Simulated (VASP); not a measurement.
Calculation: PBEsol GGA, VASP's PBE PAW potentials (set 64) (plane waves; VASP).

The input files of a VASP run:

**POSCAR**
```
Cu
1.0
  2.5575720000   0.0000000000   0.0000000000
 -1.2787860000   2.2149220000   0.0000000000
  0.0000000000   0.0000000000   4.1524580000
Cu
2
Cartesian
 -0.0000012788   1.4766154050   1.0381145000
  1.2787872788   0.7383065950   3.1143435000
```

File KPOINTS:
```
Automatic mesh
0
Gamma
15 15 8
0 0 0
```

INCAR:
```
SYSTEM = Cu
PREC = Accurate; ENCUT = 400; LREAL = .False.
LASPH = .True.
EDIFF = 1E-6; NELM = 100; ALGO = Normal
LMAXMIX = 4
ISMEAR = 1; SIGMA = 0.1
GGA = PS
IBRION = 2; NSW = 60; ISIF = 3
EDIFFG = -0.01
LWAVE = .False.; LCHARG = .False.
```

POTCAR, in this order: Cu (PBE.64 set). Program: vasp_std.

Output

### OSZICAR
```
       N       E                     dE             d eps       ncg     rms          rms(c)
DAV:   1     0.111130386007E+03    0.11113E+03   -0.91288E+03  4218   0.218E+03
DAV:   2    -0.690550513257E+01   -0.11804E+03   -0.11369E+03  4064   0.305E+02
DAV:   3    -0.107380062623E+02   -0.38325E+01   -0.37322E+01  5027   0.840E+01
DAV:   4    -0.107637103649E+02   -0.25704E-01   -0.25699E-01  4898   0.670E+00
DAV:   5    -0.107640307417E+02   -0.32038E-03   -0.32037E-03  5573   0.642E-01    0.118E+01
DAV:   6    -0.949170423401E+01    0.12723E+01   -0.18801E+01  4134   0.126E+02    0.618E+00
DAV:   7    -0.861431512531E+01    0.87739E+00   -0.34361E+00  4288   0.510E+01    0.720E-01
DAV:   8    -0.859414325532E+01    0.20172E-01   -0.24749E-02  5492   0.267E+00    0.527E-01
DAV:   9    -0.858909935143E+01    0.50439E-02   -0.10578E-02  4872   0.292E+00    0.190E-02
DAV:  10    -0.858913423348E+01   -0.34882E-04   -0.19464E-04  5364   0.206E-01    0.578E-03
DAV:  11    -0.858913659963E+01   -0.23662E-05   -0.33716E-06  4475   0.410E-02    0.139E-03
DAV:  12    -0.858913671865E+01   -0.11901E-06   -0.38174E-07  2712   0.124E-02
   1 F= -.85891367E+01 E0= -.85891607E+01  d E =-.858914E+01
       N       E                     dE             d eps       ncg     rms          rms(c)
DAV:   1    -0.106042928232E+02   -0.20152E+01   -0.24075E+01  4050   0.123E+02    0.119E+01
DAV:   2    -0.932412829956E+01    0.12802E+01   -0.14263E+01  4155   0.112E+02    0.486E+00
DAV:   3    -0.865020643853E+01    0.67392E+00   -0.25213E+00  4197   0.446E+01    0.153E+00
DAV:   4    -0.860505624494E+01    0.45150E-01   -0.35442E-02  5512   0.313E+00    0.282E-01
DAV:   5    -0.860308792445E+01    0.19683E-02   -0.99437E-03  5364   0.268E+00    0.739E-02
DAV:   6    -0.860304820621E+01    0.39718E-04   -0.28965E-04  5889   0.393E-01    0.150E-02
DAV:   7    -0.860304494915E+01    0.32571E-05   -0.11665E-05  5765   0.873E-02    0.381E-03
DAV:   8    -0.860304444978E+01    0.49937E-06   -0.23204E-07  2341   0.144E-02
   2 F= -.86030444E+01 E0= -.86031496E+01  d E =-.139077E-01
       N       E                     dE             d eps       ncg     rms          rms(c)
DAV:   1    -0.883819989529E+01   -0.23515E+00   -0.30816E+00  4064   0.475E+01    0.389E+00
DAV:   2    -0.867714246811E+01    0.16106E+00   -0.14729E+00  4155   0.346E+01    0.145E+00
DAV:   3    -0.861630756362E+01    0.60835E-01   -0.24038E-01  4197   0.142E+01    0.606E-01
DAV:   4    -0.860933442455E+01    0.69731E-02   -0.35866E-03  6470   0.173E+00    0.612E-02
DAV:   5    -0.860929471093E+01    0.39714E-04   -0.17789E-04  6136   0.275E-01    0.187E-02
DAV:   6    -0.860929709688E+01   -0.23859E-05   -0.80808E-06  6150   0.754E-02    0.144E-03
DAV:   7    -0.860929774244E+01   -0.64556E-06   -0.22163E-07  2375   0.645E-03
   3 F= -.86092977E+01 E0= -.86094607E+01  d E =-.201610E-01
       N       E                     dE             d eps       ncg     rms          rms(c)
DAV:   1    -0.861778480951E+01   -0.84877E-02   -0.21780E-01  5345   0.548E+00    0.586E-01
DAV:   2    -0.861291129130E+01    0.48735E-02   -0.99435E-03  5121   0.284E+00    0.328E-01
DAV:   3    -0.861112895543E+01    0.17823E-02   -0.33990E-03  5075   0.161E+00    0.190E-01
DAV:   4    -0.861041671355E+01    0.71224E-03   -0.11291E-03  6373   0.869E-01    0.152E-02
DAV:   5    -0.861042336496E+01   -0.66514E-05   -0.79406E-05  5058   0.142E-01    0.723E-03
DAV:   6    -0.861042316198E+01    0.20298E-06   -0.14027E-06  2657   0.298E-02
   4 F= -.86104232E+01 E0= -.86106093E+01  d E =-.112542E-02
       N       E                     dE             d eps       ncg     rms          rms(c)
DAV:   1    -0.861140818819E+01   -0.98482E-03   -0.26825E-02  5315   0.191E+00    0.205E-01
DAV:   2    -0.861080816842E+01    0.60002E-03   -0.11732E-03  5164   0.973E-01    0.115E-01
DAV:   3    -0.861058695494E+01    0.22121E-03   -0.41086E-04  5099   0.562E-01    0.662E-02
DAV:   4    -0.861050041837E+01    0.86537E-04   -0.13899E-04  6418   0.304E-01    0.536E-03
DAV:   5    -0.861050113163E+01   -0.71327E-06   -0.93079E-06  4191   0.488E-02
   5 F= -.86105011E+01 E0= -.86106726E+01  d E =-.120339E-02
```

### OUTCAR
```
------------------------ aborting loop because EDIFF is reached ----------------------------------------
  FORCE on cell =-STRESS in cart. coord.  units (eV):
  Direction    XX          YY          ZZ          XY          YZ          ZX
  --------------------------------------------------------------------------------------
  Total       -0.0081606     -0.0081606     -0.0102956      0.0000000     -0.0000000      0.0000000
  in kB       -0.5783213     -0.5783211     -0.7296198      0.0000000     -0.0000000      0.0000000
  external PRESSURE =      -0.6287541 kB  Pullay stress =       0.0000000 kB
  volume of cell :       22.61
      direct lattice vectors                 reciprocal lattice vectors
     2.507743496  0.000000000  0.000000000     0.398764866  0.230227035 -0.000000000
    -1.253871748  2.171769269  0.000000000     0.000000000  0.460454070 -0.000000000
     0.000000000  0.000000000  4.151151318     0.000000000 -0.000000000  0.240897024
 POSITION                                       TOTAL-FORCE (eV/Angst)
 -----------------------------------------------------------------------------------
     -0.00000      1.44785      1.03779        -0.000000     -0.000000      0.000000
      1.25387      0.72392      3.11336         0.000000      0.000000      0.000000
 -----------------------------------------------------------------------------------
    total drift:                                0.000009     -0.000005      0.000017
  FREE ENERGIE OF THE ION-ELECTRON SYSTEM (eV)
  ---------------------------------------------------
  free  energy   TOTEN  =        -8.6105011316 eV

  energy  without entropy=       -8.6110155100  energy(sigma->0) =       -8.61067259

 reached required accuracy - stopping structural energy minimisation
```
(Selected blocks of OUTCAR.)

File CONTCAR:
```
Cu
   1.00000000000000
     2.5077434964945433    0.0000000000000000    0.0000000000000000
    -1.2538717482472717    2.1717692690005839    0.0000000000000000
     0.0000000000000000    0.0000000000000000    4.1511513177510588
  Cu
     2
Direct
     0.3333330000000032    0.6666669999999968    0.2500000000000000
     0.6666669999999968    0.3333330000000032    0.7500000000000000
```

Energy and stress use the plane-wave basis of the starting cell.

The structure was generated: Cu was put into the hcp type (P6_3/mmc), which need not be its known phase. This run relaxes it. Symmetry was kept, so distortions that lower it aren't found.
